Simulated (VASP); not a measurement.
Input of a VASP 6.6.1 run:

File INCAR:

```
SYSTEM = Be4TeSe3
PREC     = Accurate       ! precision mode
ENCUT    = 520            ! plane-wave cutoff, eV
EDIFF    = 1E-7           ! SCF threshold, eV
ISMEAR   = 0              ! smearing method
SIGMA    = 0.03           ! smearing width, eV
LREAL    = .False.        ! projectors in reciprocal space
LASPH    = .True.         ! aspherical terms in the spheres
NELM     = 80             ! most SCF steps
ALGO     = Fast           ! electronic algorithm
ISIF     = 2              ! what is computed and relaxed
LWAVE    = .False.        ! write WAVECAR
LCHARG   = .False.        ! write CHGCAR
GGA      = PE             ! functional
NBANDS   = 26             ! bands
KPAR     = 4
```

Contents of KPOINTS:

```
Automatic mesh
0
Gamma
  6 6 6
  0 0 0
```

File POSCAR:

```
Be4TeSe3
1.0
   -2.6541400000      2.6541400000      5.3014100000
    2.6541400000     -2.6541400000      5.3014100000
    2.6541400000      2.6541400000     -5.3014100000
Be Te Se
4 1 3
Direct
    0.3666420000      0.8933660000      0.0000000000
    0.8933660000      0.3666420000      0.0000000000
    0.6333580000      0.6333580000      0.5267240000
    0.1066340000      0.1066340000      0.4732760000
    0.5000000000      0.5000000000      0.0000000000
    0.7500000000      0.2500000000      0.5000000000
    0.2500000000      0.7500000000      0.5000000000
    0.0000000000      0.0000000000      0.0000000000
```

The input KPOINTS_OPT:

```
path GXYSGZS1NPY1Z,XP
20
line-mode
reciprocal
 0.0000000000  0.0000000000  0.0000000000  G
 0.5000000000 -0.5000000000  0.0000000000  X

 0.5000000000 -0.5000000000  0.0000000000  X
 0.5000000000 -0.5000000000  0.1253241803  Y

 0.5000000000 -0.5000000000  0.1253241803  Y
 0.3126620902 -0.3126620902  0.3126620902  S

 0.3126620902 -0.3126620902  0.3126620902  S
 0.0000000000  0.0000000000  0.0000000000  G

 0.0000000000  0.0000000000  0.0000000000  G
 0.5000000000  0.5000000000 -0.5000000000  Z

 0.5000000000  0.5000000000 -0.5000000000  Z
 0.6873379098  0.3126620902 -0.3126620902  S1

 0.6873379098  0.3126620902 -0.3126620902  S1
 0.5000000000  0.0000000000  0.0000000000  N

 0.5000000000  0.0000000000  0.0000000000  N
 0.7500000000 -0.2500000000 -0.2500000000  P

 0.7500000000 -0.2500000000 -0.2500000000  P
 0.8746758197  0.1253241803 -0.5000000000  Y1

 0.8746758197  0.1253241803 -0.5000000000  Y1
 0.5000000000  0.5000000000 -0.5000000000  Z

 0.5000000000 -0.5000000000  0.0000000000  X
 0.7500000000 -0.2500000000 -0.2500000000  P
```

Potentials or basis: VASP PAW PBE potentials, release 64 (Be, Te, Se).

Command:

```bash
$ cat potpaw_PBE.64/Be/POTCAR potpaw_PBE.64/Te/POTCAR potpaw_PBE.64/Se/POTCAR > POTCAR
$ mpirun -np 4 vasp_std > vasp.out
```

Task: Estimate the band gap along the path.

Result: 2.33 eV, direct.

Task: Predict the largest force.

Result: 0.004 eV/Å.

Levels at the corners of the path, in eV from the valence-band top:
```csv
point,band 14,band 15,band 16,band 17,band 18,band 19
Γ,-0.02,0.00,0.00,2.33,3.70,4.04
X,-0.97,-0.71,-0.57,3.57,3.98,4.44
X,-0.97,-0.71,-0.57,3.57,3.98,4.44
Y,-1.09,-0.94,-0.80,3.82,4.22,5.10
Y,-1.09,-0.94,-0.80,3.82,4.22,5.10
S,-1.86,-1.03,-0.90,3.04,4.50,4.77
S,-1.86,-1.03,-0.90,3.04,4.50,4.77
Γ,-0.02,0.00,0.00,2.33,3.70,4.04
Γ,-0.02,0.00,0.00,2.33,3.70,4.04
Z,-1.97,-1.21,-1.21,2.35,2.49,3.24
Z,-1.97,-1.21,-1.21,2.35,2.49,3.24
S1,-1.86,-1.03,-0.90,3.04,4.50,4.77
S1,-1.86,-1.03,-0.90,3.04,4.50,4.77
N,-1.89,-1.51,-0.84,4.19,4.58,4.90
N,-1.89,-1.51,-0.84,4.19,4.58,4.90
P,-1.51,-0.71,-0.71,4.22,4.22,4.36
P,-1.51,-0.71,-0.71,4.22,4.22,4.36
Y1,-1.09,-0.94,-0.80,3.82,4.22,5.10
Y1,-1.09,-0.94,-0.80,3.82,4.22,5.10
Z,-1.97,-1.21,-1.21,2.35,2.49,3.24
X,-0.97,-0.71,-0.57,3.57,3.98,4.44
P,-1.51,-0.71,-0.71,4.22,4.22,4.36
```

Caveat: spin-orbit coupling is left out, which moves the levels of the heavy elements.
